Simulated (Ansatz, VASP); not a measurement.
# ZrSc (ZrSc in the Bh ordering) in two plane-wave programs, part 2 of 2

Wanted: the spread between two codes on one cell, functional and k mesh. The cell is generated by rule, not measured, and may not be a known phase. The cell is taken from a series of runs on this material, whose earlier steps may have relaxed, scaled, displaced or heated it; both programs get it as it stands.

VASP 6.6.1 and Ansatz 0.2.0.

So far: Starting point; Ansatz: relaxation of cell and atoms, LDA.

### 3. VASP: relaxation of cell and atoms, LDA

Level of this step: LDA; plane waves and PAW (Sc_sv, Zr_sv); invented cell (VASP).

The same cell, functional (in two slightly different forms), mesh and smearing now go to VASP, with its own data sets.

Lines of VASP's logs that name or quote its potential files are left out, and so is its time.

Input file INCAR:

```
SYSTEM = ZrSc
PREC = Accurate
ENCUT = 500
EDIFF = 1E-07
NELM = 120
ISMEAR = 0
SIGMA = 0.1
LREAL = .FALSE.
ALGO = Normal
GGA = CA
NBANDS = 17
LASPH = .TRUE.
LORBIT = 11
LWAVE = .FALSE.
LCHARG = .FALSE.
ISIF = 3
IBRION = 2
NSW = 80
EDIFFG = -0.005
GGA_COMPAT = .FALSE.
NELMIN = 4
```

Input file POSCAR:

```
ZrSc
1.0
    3.1827420000      0.0000000000      0.0000000000
   -1.5913710000      2.7563360000      0.0000000000
    0.0000000000      0.0000000000      5.0189490000
Sc Zr
1 1
Direct
    0.3333332729      0.6666665457      0.2499999502
    0.6666667271      0.3333334543      0.7500000498
```

Input file KPOINTS:

```
Automatic mesh
0
Gamma
12 12 6
0 0 0
```

PAW data sets: Sc_sv and Zr_sv (LDA family, release 64).

The run is started by

```
> mpirun -np 1 vasp_std
```

Numbers of over 12 decimals in the logs are rounded to 6 here.

The program printed:

```text
[banner, memory and clock lines left out]
running    1 mpi-ranks, on    1 nodes
 distrk:  each k-point on    1 cores,    1 groups
 distr:  one band on    1 cores,    1 groups

 POSCAR found type information on POSCAR ScZr
 POSCAR found :  2 types and       2 ions
 LDA part: xc-table for (Slater(with rela. corr.)+CA(PZ))
 , standard interpolation
 POSCAR, INCAR and KPOINTS ok, starting setup
 FFT: planning ... GRIDC
 FFT: planning ... GRID_SOFT
 FFT: planning ... GRID
 WAVECAR not read
 entering main loop
       N       E                     dE             d eps       ncg     rms          rms(c)
DAV:   1     0.279389848077E+03    0.27939E+03   -0.11798E+04  2616   0.138E+03
DAV:   2     0.413902123922E+01   -0.27525E+03   -0.27119E+03  2948   0.462E+02
DAV:   3    -0.156017733062E+02   -0.19741E+02   -0.19271E+02  4464   0.122E+02
DAV:   4    -0.170436159379E+02   -0.14418E+01   -0.14382E+01  3927   0.257E+01
DAV:   5    -0.171162526445E+02   -0.72637E-01   -0.72610E-01  4251   0.435E+00    0.126E+01
DAV:   6    -0.163307782050E+02    0.78547E+00   -0.53601E+00  3963   0.282E+01    0.493E+00
DAV:   7    -0.161811065172E+02    0.14967E+00   -0.37419E+00  4566   0.103E+01    0.310E+00
DAV:   8    -0.160206833965E+02    0.16042E+00   -0.89305E-01  4000   0.974E+00    0.754E-01
DAV:   9    -0.160184769119E+02    0.22065E-02   -0.27844E-02  3492   0.201E+00    0.214E-01
DAV:  10    -0.160175097301E+02    0.96718E-03   -0.66754E-03  3952   0.711E-01    0.661E-02
DAV:  11    -0.160175290371E+02   -0.19307E-04   -0.17574E-04  3784   0.128E-01    0.228E-02
DAV:  12    -0.160175236350E+02    0.54021E-05   -0.25874E-05  3968   0.600E-02    0.504E-03
DAV:  13    -0.160175241161E+02   -0.48111E-06   -0.37275E-06  4631   0.196E-02    0.254E-03
DAV:  14    -0.160175240498E+02    0.66380E-07   -0.12607E-06  3288   0.997E-03    0.109E-03
DAV:  15    -0.160175240273E+02    0.22429E-07   -0.10164E-07  1895   0.383E-03
   1 F= -.16017524E+02 E0= -.16007962E+02  d E =-.160175E+02
 curvature:   0.00 expect dE= 0.000E+00 dE for cont linesearch  0.000E+00
 trial: gam= 0.00000 g(F)=  0.346E-40 g(S)=  0.746E-04 ort = 0.000E+00 (trialstep = 0.100E+01)
 search vector abs. value=  0.746E-04
 bond charge predicted
       N       E                     dE             d eps       ncg     rms          rms(c)
DAV:   1    -0.160185731599E+02   -0.10491E-02   -0.33708E-02  3729   0.241E+00    0.272E-01
DAV:   2    -0.160176926436E+02    0.88052E-03   -0.33284E-03  3410   0.658E-01    0.917E-02
DAV:   3    -0.160175929506E+02    0.99693E-04   -0.17566E-03  4928   0.239E-01    0.652E-02
DAV:   4    -0.160175239510E+02    0.69000E-04   -0.60595E-04  3934   0.177E-01    0.392E-02
DAV:   5    -0.160175320024E+02   -0.80514E-05   -0.15878E-05  4678   0.391E-02    0.199E-02
DAV:   6    -0.160175386334E+02   -0.66310E-05   -0.24104E-05  4126   0.289E-02    0.604E-03
DAV:   7    -0.160175386741E+02   -0.40717E-07   -0.80554E-07  3074   0.700E-03
   2 F= -.16017539E+02 E0= -.16007998E+02  d E =-.146468E-04
 trial-energy change:   -0.000015  1 .order   -0.000014   -0.000075    0.000046
 step:   0.6189(harm=  0.6189)  dis= 0.00000  next Energy=   -16.017547 (dE=-0.231E-04)
 bond charge predicted
       N       E                     dE             d eps       ncg     rms          rms(c)
DAV:   1    -0.160176998490E+02   -0.16122E-03   -0.48876E-03  3725   0.917E-01    0.104E-01
DAV:   2    -0.160175699432E+02    0.12991E-03   -0.47826E-04  3422   0.249E-01    0.353E-02
DAV:   3    -0.160175543962E+02    0.15547E-04   -0.24705E-04  4902   0.901E-02    0.246E-02
DAV:   4    -0.160175451266E+02    0.92697E-05   -0.84647E-05  3927   0.656E-02    0.150E-02
DAV:   5    -0.160175462164E+02   -0.10899E-05   -0.24647E-06  4492   0.153E-02    0.744E-03
DAV:   6    -0.160175471091E+02   -0.89266E-06   -0.35575E-06  4197   0.115E-02    0.236E-03
DAV:   7    -0.160175471123E+02   -0.32642E-08   -0.11825E-07  2062   0.274E-03
   3 F= -.16017547E+02 E0= -.16007998E+02  d E =-.230850E-04
 curvature:  -0.31 expect dE=-0.434E-06 dE for cont linesearch -0.165E-08
 trial: gam= 0.02727 g(F)=  0.609E-41 g(S)=  0.140E-05 ort =-0.631E-06 (trialstep = 0.924E+00)
 search vector abs. value=  0.142E-05
 reached required accuracy - stopping structural energy minimisation
```

From OUTCAR (step 3):

```text
ion  position               nearest neighbor table
   1  0.333  0.667  0.250-   2 3.11   2 3.11   2 3.11   2 3.11   2 3.11   2 3.11
   2  0.667  0.333  0.750-   1 3.11   1 3.11   1 3.11   1 3.11   1 3.11   1 3.11

  LATTYP: Found a hexagonal cell.
 ALAT       =     3.1827420000
 C/A-ratio  =     1.5769261222

 Subroutine GETGRP returns: Found 12 space group operations
 (whereof  6 operations were pure point group operations)

The static configuration has the point symmetry C_3v.
 The point group associated with its full space group is D_3h.

 Found     76 irreducible k-points:

   k-points           NKPTS =     76   k-points in BZ     NKDIM =     76   number of bands    NBANDS=     17

   dimension x,y,z NGX =    24 NGY =   24 NGZ =   40
   dimension x,y,z NGXF=    48 NGYF=   48 NGZF=   80

   ENCUT  =  500.0 eV  36.75 Ry    6.06 a.u.   5.80  5.80  9.15*2*pi/ulx,y,z

   NELECT =      23.0000    total number of electrons

 k-points in reciprocal lattice and weights: Automatic mesh
   0.00000000  0.00000000  0.00000000       0.001
   0.08333333  0.00000000  0.00000000       0.007
   0.16666667  0.00000000  0.00000000       0.007
   0.25000000  0.00000000  0.00000000       0.007
   0.33333333  0.00000000  0.00000000       0.007
   0.41666667  0.00000000  0.00000000       0.007
   0.50000000  0.00000000  0.00000000       0.003
   0.08333333  0.08333333  0.00000000       0.007
   0.16666667  0.08333333  0.00000000       0.014
[...]
0.33333333  0.25000000  0.50000000       0.014
   0.33333333  0.33333333  0.50000000       0.002

 average (electrostatic) potential at core
       1 -43.6396       2 -76.3131

 E-fermi :   6.6539

 k-point     1 :       0.0000    0.0000    0.0000
  band No.  band energies     occupation
    ...
      6     -19.6401      2.00000
      7     -19.2973      2.00000
      8     -19.2973      2.00000
      9       1.2736      2.00000
     10       4.2053      2.00000
     11       7.9379      0.00000
     12       7.9379      0.00000
     13       7.9802      0.00000
     14       8.3369      0.00000
     15       8.7456      0.00000
    ...

 k-point     2 :       0.0833    0.0000    0.0000
  band No.  band energies     occupation
    ...
      6     -19.6420      2.00000
      7     -19.3535      2.00000
      8     -19.3094      2.00000
      9       1.4619      2.00000
     10       4.3728      2.00000
     11       7.5753      0.00000
     12       7.6506      0.00000
     13       8.1161      0.00000
     14       8.5276      0.00000
     15       8.6770      0.00000
    ...

 k-point     3 :       0.1667    0.0000    0.0000
  band No.  band energies     occupation
    ...
      6     -19.6474      2.00000
      7     -19.5045      2.00000
      8     -19.3425      2.00000
      9       1.9936      2.00000
     10       4.8032      2.00000
     11       6.9384      0.00006
     12       7.0054      0.00000
     13       8.2728      0.00000
     14       8.6295      0.00000
     15       8.6743      0.00000
    ...

  Total       -0.0041626     -0.0041626      0.0048480      0.0000000     -0.0000000      0.0000000
  in kB       -0.1512571     -0.1512572      0.1761649      0.0000000     -0.0000000      0.0000000
  external PRESSURE =      -0.0421165 kB  Pullay stress =       0.0000000 kB

  energy-cutoff  :      500.00
  volume of cell :       44.09
      direct lattice vectors                 reciprocal lattice vectors
     3.184016047  0.000000000 -0.000000000     0.314068769  0.181327650  0.000000000
    -1.592008023  2.757439358  0.000000000     0.000000000  0.362655301  0.000000000
    -0.000000000  0.000000000  5.021995033     0.000000000  0.000000000  0.199124052

 POSITION                                       TOTAL-FORCE (eV/Angst)
 -----------------------------------------------------------------------------------
      0.00000      1.83829      1.25550        -0.000000     -0.000000      0.000000
      1.59201      0.91915      3.76650         0.000000      0.000000     -0.000000
 -----------------------------------------------------------------------------------
    total drift:                                0.000000     -0.000227     -0.000897

  FREE ENERGIE OF THE ION-ELECTRON SYSTEM (eV)
  ---------------------------------------------------
  free  energy   TOTEN  =       -16.0175471123 eV

  energy  without entropy=      -15.9984494820  energy(sigma->0) =      -16.00799830

 reached required accuracy - stopping structural energy minimisation

 total charge
# of ion       s       p       d       tot
------------------------------------------
    1        2.300   6.128   1.123   9.551
    2        2.249   5.954   1.686   9.889
--------------------------------------------------
tot          4.549  12.082   2.809  19.440

[... 3 further parts left out ...]
```

CONTCAR:

```
ZrSc
   1.00000000000000
     3.1840160467743690    0.0000000000000000   -0.0000000000000000
    -1.5920080233871845    2.7574393575618972    0.0000000000000000
    -0.0000000000000000    0.0000000000000000    5.0219950332127983
  Sc              Zr
     1     1
Direct
     0.3333332728999991    0.6666665456999965    0.2499999501999994
     0.6666667271000009    0.3333334543000035    0.7500000498000006
```

### 4. Comparison

Known differences besides the potentials themselves: the two LDA forms differ slightly; the cutoff is 420 eV in Ansatz and 500 eV in VASP; VASP's log shows a relativistic correction to its local exchange, Ansatz's none; Ansatz adds a Pulay correction to the stress that steers its cell, VASP none. Total energies have different zeros and are not compared.

Both answers:

```csv
quantity,Ansatz,VASP,difference
volume (Å³),44.03,44.09,-0.14 %
"edge a after relaxation, in the typed setting (Å)",3.183,3.184,-0.04 %
"edge c after relaxation, in the typed setting (Å)",5.019,5.022,-0.06 %
```

### 5. Outcome

```yaml
difference_in_volume_relaxation_of_cell_and_atoms_lda: -0.14 %
```

**Reading.** The difference in volume is -0.14 % (relaxation of cell and atoms, LDA), within the 1.2 % picked in this series as the mark of a large difference, as far as the stopping tolerances let one tell. 1 further run of this series is not shown here. Such differences can come from data sets, numerical settings and the points named under the comparisons, not from the functional's error against experiment.

[Lines on the potential files, build, host, timing and source positions are cut from VASP's logs without a mark.]

[Logs are printed without paths, hosts, clocks, repeated set-up lines and the standing remarks that a program may print on its own settings, such as how far it seeks lower states.]

[Hosts, paths, dates, database ids (printed as entryN), source tags and the programs' standing remarks are cut or masked in the printed files.]
